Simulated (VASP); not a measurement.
Calculation: revTPSS meta-GGA, VASP's PBE PAW potentials (set 64) (plane waves; VASP 6.6.1).

VASP ran on this input.

### POSCAR
```
SiO2
1
    4.1938818509     0.0000000000     0.0000000000
   -0.0000000000     4.1938818509     0.0000000000
    0.0000000000     0.0000000000     2.6825246477
Si O
2 4
Direct
  0.0000000000   0.0000000000   0.0000000000
  0.5000000000   0.5000000000   0.5000000000
  0.3057128375   0.3057128375   0.0000000000
  0.8057128375   0.1942871625   0.5000000000
  0.1942871625   0.8057128375   0.5000000000
  0.6942871625   0.6942871625   0.0000000000
```

INCAR:
```
SYSTEM = SiO2
PREC = Accurate; ENCUT = 520; LREAL = .False.
LASPH = .True.
EDIFF = 1E-6; NELM = 100; ALGO = Normal
LMIXTAU = .True.
ISMEAR = 0; SIGMA = 0.05
METAGGA = RTPSS
IBRION = 2; NSW = 60; ISIF = 3
EDIFFG = -0.02
LWAVE = .False.; LCHARG = .False.
```

KPOINTS:
```
kpoints
0
Gamma
  5 5 7
```

POTCAR, in this order: Si O (PBE.64 set). Program: vasp_std.

What VASP printed:

OUTCAR:
```
 ion  position               nearest neighbor table
   1  0.000  0.000  0.000-   4 1.77   5 1.77   4 1.77   5 1.77   3 1.81   6 1.81
   2  0.500  0.500  0.500-   3 1.77   6 1.77   3 1.77   6 1.77   5 1.81   4 1.81
   3  0.306  0.306  0.000-   2 1.77   2 1.77   1 1.81
   4  0.806  0.194  0.500-   1 1.77   1 1.77   2 1.81
   5  0.194  0.806  0.500-   1 1.77   1 1.77   2 1.81
   6  0.694  0.694  0.000-   2 1.77   2 1.77   1 1.81
  LATTYP: Found a simple tetragonal cell.
 ALAT       =     4.1938818509
 C/A-ratio  =     0.6396280923
 Subroutine PRICEL returns:
 Original cell was already a primitive cell.
 Subroutine GETGRP returns: Found 16 space group operations
The static configuration has the point symmetry D_2h.
 The point group associated with its full space group is D_4h.
The dynamic configuration has the point symmetry D_2h.
 Subroutine INISYM returns: Found 16 space group operations
 Subroutine IBZKPT returns following result:
 Found     24 irreducible k-points:

 Following reciprocal coordinates:
            Coordinates               Weight
  0.000000  0.000000  0.000000      1.000000
  0.200000  0.000000  0.000000      4.000000
  0.400000  0.000000  0.000000      4.000000
  0.200000  0.200000  0.000000      4.000000
  0.400000  0.200000  0.000000      8.000000
  0.400000  0.400000  0.000000      4.000000
  0.000000  0.000000  0.142857      2.000000
  0.200000  0.000000  0.142857      8.000000
  0.400000  0.000000  0.142857      8.000000
  0.200000  0.200000  0.142857      8.000000
  0.400000  0.200000  0.142857     16.000000
  0.400000  0.400000  0.142857      8.000000
  0.000000  0.000000  0.285714      2.000000
  0.200000  0.000000  0.285714      8.000000
  0.400000  0.000000  0.285714      8.000000
  0.200000  0.200000  0.285714      8.000000
  0.400000  0.200000  0.285714     16.000000
  0.400000  0.400000  0.285714      8.000000
...
```

OSZICAR:
```
       N       E                     dE             d eps       ncg     rms          rms(c)
DAV:   1     0.292211218987E+03    0.29221E+03   -0.17732E+04   976   0.165E+03
DAV:   2     0.819093689308E+01   -0.28402E+03   -0.27164E+03  1500   0.511E+02
DAV:   3    -0.553241187937E+01   -0.13723E+02   -0.13598E+02  1152   0.108E+02
DAV:   4    -0.583744903084E+01   -0.30504E+00   -0.30373E+00  1280   0.206E+01
DAV:   5    -0.584367530410E+01   -0.62263E-02   -0.62191E-02  1144   0.232E+00    0.221E+01
DAV:   6    -0.582648931251E+02   -0.52421E+02   -0.31637E+02  1056   0.215E+02    0.184E+01
DAV:   7    -0.571314824240E+02    0.11334E+01   -0.47602E+00  1092   0.243E+01    0.138E+01
DAV:   8    -0.560168410885E+02    0.11146E+01   -0.42937E+01  1072   0.446E+01    0.779E+00
DAV:   9    -0.553696654558E+02    0.64718E+00   -0.41578E+00  1048   0.184E+01    0.317E+00
DAV:  10    -0.556847428649E+02   -0.31508E+00   -0.96980E-01  1068   0.728E+00    0.852E-01
DAV:  11    -0.551906292361E+02    0.49411E+00   -0.15648E-01   984   0.508E+00    0.269E-01
DAV:  12    -0.556843998738E+02   -0.49377E+00   -0.16575E-01   968   0.506E+00    0.183E-01
DAV:  13    -0.556942702439E+02   -0.98704E-02   -0.53205E-03  1116   0.799E-01    0.396E-02
DAV:  14    -0.556939993038E+02    0.27094E-03   -0.44209E-04  1092   0.156E-01    0.556E-02
DAV:  15    -0.556942708902E+02   -0.27159E-03   -0.38683E-04  1036   0.192E-01    0.692E-03
DAV:  16    -0.556943647752E+02   -0.93885E-04   -0.26322E-05  1068   0.726E-02    0.371E-03
DAV:  17    -0.556943796681E+02   -0.14893E-04   -0.46931E-06  1096   0.259E-02    0.161E-03
DAV:  18    -0.556943815024E+02   -0.18343E-05   -0.21943E-06   720   0.179E-02    0.627E-04
DAV:  19    -0.556943819633E+02   -0.46093E-06   -0.28129E-07   576   0.566E-03
   1 F= -.55694382E+02 E0= -.55694382E+02  d E =-.556944E+02
       N       E                     dE             d eps       ncg     rms          rms(c)
DAV:   1    -0.557043526625E+02   -0.99712E-02   -0.58589E-01  1084   0.678E+00    0.126E+00
DAV:   2    -0.556916215130E+02    0.12731E-01   -0.71975E-02  1072   0.203E+00    0.303E-01
DAV:   3    -0.556929573180E+02   -0.13358E-02   -0.53107E-03  1028   0.653E-01    0.139E-01
DAV:   4    -0.556922533894E+02    0.70393E-03   -0.10408E-03  1052   0.378E-01    0.361E-02
DAV:   5    -0.556923966551E+02   -0.14327E-03   -0.10319E-03   976   0.385E-01    0.245E-02
DAV:   6    -0.556930451921E+02   -0.64854E-03   -0.16884E-04  1004   0.149E-01    0.122E-02
DAV:   7    -0.556930107093E+02    0.34483E-04   -0.16174E-05  1104   0.441E-02    0.426E-03
DAV:   8    -0.556930476381E+02   -0.36929E-04   -0.95882E-06  1032   0.366E-02    0.314E-03
DAV:   9    -0.556930482807E+02   -0.64261E-06   -0.58701E-07   580   0.880E-03
   2 F= -.55693048E+02 E0= -.55693048E+02  d E =0.133368E-02
       N       E                     dE             d eps       ncg     rms          rms(c)
DAV:   1    -0.556997106395E+02   -0.66630E-02   -0.19774E-01  1084   0.396E+00    0.732E-01
DAV:   2    -0.556953312465E+02    0.43794E-02   -0.24423E-02  1072   0.119E+00    0.176E-01
DAV:   3    -0.556958259556E+02   -0.49471E-03   -0.18041E-03  1024   0.383E-01    0.788E-02
DAV:   4    -0.556956042847E+02    0.22167E-03   -0.36397E-04  1044   0.224E-01    0.187E-02
DAV:   5    -0.556956912365E+02   -0.86952E-04   -0.35894E-04   976   0.228E-01    0.141E-02
DAV:   6    -0.556959067822E+02   -0.21555E-03   -0.54568E-05  1012   0.852E-02    0.724E-03
DAV:   7    -0.556958985510E+02    0.82312E-05   -0.51663E-06  1100   0.252E-02    0.236E-03
DAV:   8    -0.556959127523E+02   -0.14201E-04   -0.29991E-06   696   0.210E-02    0.202E-03
DAV:   9    -0.556959131300E+02   -0.37766E-06   -0.33944E-07   516   0.491E-03
   3 F= -.55695913E+02 E0= -.55695913E+02  d E =-.153117E-02
       N       E                     dE             d eps       ncg     rms          rms(c)
DAV:   1    -0.556959139288E+02   -0.11765E-05   -0.41335E-05  1092   0.572E-02    0.107E-02
DAV:   2    -0.556959130545E+02    0.87428E-06   -0.54373E-06   964   0.184E-02
   4 F= -.55695913E+02 E0= -.55695913E+02  d E =-.153109E-02
       N       E                     dE             d eps       ncg     rms          rms(c)
DAV:   1    -0.556955813058E+02    0.33262E-03   -0.47079E-02   980   0.190E+00    0.693E-02
DAV:   2    -0.556959614135E+02   -0.38011E-03   -0.16487E-03  1120   0.345E-01    0.317E-02
DAV:   3    -0.556960012637E+02   -0.39850E-04   -0.89487E-05  1036   0.857E-02    0.154E-02
DAV:   4    -0.556959792973E+02    0.21966E-04   -0.17771E-05  1216   0.585E-02    0.421E-03
DAV:   5    -0.556959937109E+02   -0.14414E-04   -0.24081E-05  1004   0.517E-02    0.325E-03
DAV:   6    -0.556959983942E+02   -0.46833E-05   -0.11929E-06   632   0.125E-02    0.195E-03
DAV:   7    -0.556959982148E+02    0.17932E-06   -0.13372E-06   612   0.106E-02
   5 F= -.55695998E+02 E0= -.55695998E+02  d E =-.851603E-04
```

OUTCAR:
```
------------------------ aborting loop because EDIFF is reached ----------------------------------------
  FORCE on cell =-STRESS in cart. coord.  units (eV):
  Direction    XX          YY          ZZ          XY          YZ          ZX
  --------------------------------------------------------------------------------------
  Total        0.0140861      0.0140861     -0.0528538      0.0000000      0.0000000      0.0000000
  in kB        0.4753806      0.4753806     -1.7837246      0.0000000      0.0000000      0.0000000
  external PRESSURE =      -0.2776545 kB  Pullay stress =       0.0000000 kB
  volume of cell :       47.47
      direct lattice vectors                 reciprocal lattice vectors
     4.202542511  0.000000000  0.000000000     0.237951192 -0.000000000  0.000000000
     0.000000000  4.202542511  0.000000000    -0.000000000  0.237951192  0.000000000
     0.000000000  0.000000000  2.688032786     0.000000000  0.000000000  0.372019272
 POSITION                                       TOTAL-FORCE (eV/Angst)
 -----------------------------------------------------------------------------------
      4.20254      0.00000      0.00000        -0.000000     -0.000000      0.000000
      2.10127      2.10127      1.34402        -0.000000     -0.000000      0.000000
      1.28570      1.28570      0.00000        -0.007214     -0.007214      0.000000
      3.38697      0.81557      1.34402        -0.007214      0.007214      0.000000
      0.81557      3.38697      1.34402         0.007214     -0.007214      0.000000
      2.91684      2.91684      0.00000         0.007214      0.007214      0.000000
 -----------------------------------------------------------------------------------
    total drift:                               -0.000000     -0.000000      0.000000
  FREE ENERGIE OF THE ION-ELECTRON SYSTEM (eV)
  ---------------------------------------------------
  free  energy   TOTEN  =       -55.6959982148 eV

  energy  without entropy=      -55.6959982148  energy(sigma->0) =      -55.69599821

 reached required accuracy - stopping structural energy minimisation
```
(Selected blocks of OUTCAR.)

File CONTCAR:
```
SiO2
   1.00000000000000
     4.2025425113410604    0.0000000000000000    0.0000000000000000
     0.0000000000000000    4.2025425113410604    0.0000000000000000
     0.0000000000000000    0.0000000000000000    2.6880327861252380
  Si              O
     2     4
Direct
     1.0000000000000000    0.0000000000000000    0.0000000000000000
     0.5000000000000000    0.5000000000000000    0.5000000000000000
     0.3059334184804781    0.3059334184804781    0.0000000000000000
     0.8059334184804779    0.1940665815195220    0.5000000000000000
     0.1940665815195220    0.8059334184804779    0.5000000000000000
     0.6940665815195221    0.6940665815195221    0.0000000000000000
```

The compound is SiO2 in the rutile structure, stishovite, a high-pressure form. This run relaxes it. Symmetry was kept, so distortions that lower it aren't found. The start is the result of an earlier pass.
